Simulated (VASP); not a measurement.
Level of theory: optB86b-vdW, VASP's PBE PAW potentials (set 64) (plane waves; VASP).

A VASP calculation is set up with these files.

KPOINTS:
```
Automatic mesh
0
Gamma
14 14 14
0 0 0
```

**INCAR**
```
# general
SYSTEM   = Au
PREC     = Accurate
ENCUT    = 520   # plane-wave cut-off (eV)
LREAL    = .FALSE.
LASPH    = .TRUE.

# electronic loop
EDIFF    = 1E-6   # SCF stop (eV)
NELM     = 100   # most electronic steps
ALGO     = Normal   # blocked Davidson
LMAXMIX  = 6

# smearing
ISMEAR   = 1   # Methfessel-Paxton
SIGMA    = 0.1   # width (eV)

# functional
GGA      = MK
LUSE_VDW = .TRUE.
AGGAC    = 0.0
PARAM1   = 0.1234
PARAM2   = 1.0

# ions
IBRION   = 2   # conjugate gradients
NSW      = 60
ISIF     = 3   # ions, shape and volume
EDIFFG   = -0.01   # ionic stop

# output
LWAVE    = .FALSE.
LCHARG   = .FALSE.
```

File POSCAR:
```
Au
1
    0.0000000000     2.0599709156     2.0599709156
    2.0599709156     0.0000000000     2.0599709156
    2.0599709156     2.0599709156     0.0000000000
Au
1
Direct
  0.0000000000   0.0000000000   0.0000000000
```

POTCAR, in this order: Au (PBE.64 set). Program: vasp_std.

The run wrote:

OSZICAR:
```
       N       E                     dE             d eps       ncg     rms          rms(c)
DAV:   1     0.461898438688E+02    0.46190E+02   -0.58611E+03  2008   0.109E+03
DAV:   2    -0.683979715644E+00   -0.46874E+02   -0.44140E+02  1925   0.199E+02
DAV:   3    -0.106874703205E+01   -0.38477E+00   -0.38458E+00  2286   0.195E+01
DAV:   4    -0.106979543301E+01   -0.10484E-02   -0.10484E-02  2109   0.104E+00
DAV:   5    -0.106980304350E+01   -0.76105E-05   -0.76093E-05  2185   0.838E-02    0.866E+00
DAV:   6    -0.806329474466E+00    0.26347E+00   -0.88085E-01  1915   0.909E+00    0.547E+00
DAV:   7    -0.787535933726E+00    0.18794E-01   -0.73064E-02  2021   0.258E+00    0.265E+00
DAV:   8    -0.785158362548E+00    0.23776E-02   -0.14659E-03  1978   0.441E-01    0.228E-01
DAV:   9    -0.785151276338E+00    0.70862E-05   -0.55915E-06  2103   0.262E-02    0.108E-02
DAV:  10    -0.785156709123E+00   -0.54328E-05   -0.31022E-06  2066   0.232E-02    0.208E-03
DAV:  11    -0.785156682207E+00    0.26916E-07   -0.41225E-08   972   0.204E-03
   1 F= -.78515668E+00 E0= -.78537945E+00  d E =-.785157E+00
```

### OUTCAR
```
------------------------ aborting loop because EDIFF is reached ----------------------------------------
  FORCE on cell =-STRESS in cart. coord.  units (eV):
  Direction    XX          YY          ZZ          XY          YZ          ZX
  --------------------------------------------------------------------------------------
  Total       -0.0072955     -0.0072955     -0.0072955      0.0000000      0.0000000     -0.0000000
  in kB       -0.6685750     -0.6685750     -0.6685750      0.0000000      0.0000000     -0.0000000
  external PRESSURE =      -0.6685750 kB  Pullay stress =       0.0000000 kB
  volume of cell :       17.48
      direct lattice vectors                 reciprocal lattice vectors
     0.000000000  2.059970916  2.059970916    -0.242721874  0.242721874  0.242721874
     2.059970916  0.000000000  2.059970916     0.242721874 -0.242721874  0.242721874
     2.059970916  2.059970916  0.000000000     0.242721874  0.242721874 -0.242721874
 POSITION                                       TOTAL-FORCE (eV/Angst)
 -----------------------------------------------------------------------------------
      0.00000      0.00000      0.00000         0.000000      0.000000      0.000000
 -----------------------------------------------------------------------------------
    total drift:                                0.000000      0.000000     -0.000000
  FREE ENERGIE OF THE ION-ELECTRON SYSTEM (eV)
  ---------------------------------------------------
  free  energy   TOTEN  =        -0.7851566822 eV

  energy  without entropy=       -0.7858249721  energy(sigma->0) =       -0.78537945

 reached required accuracy - stopping structural energy minimisation
```
(Selected blocks of OUTCAR.)

The compound is Au in the fcc structure. It was relaxed first. The start is the result of an earlier pass.
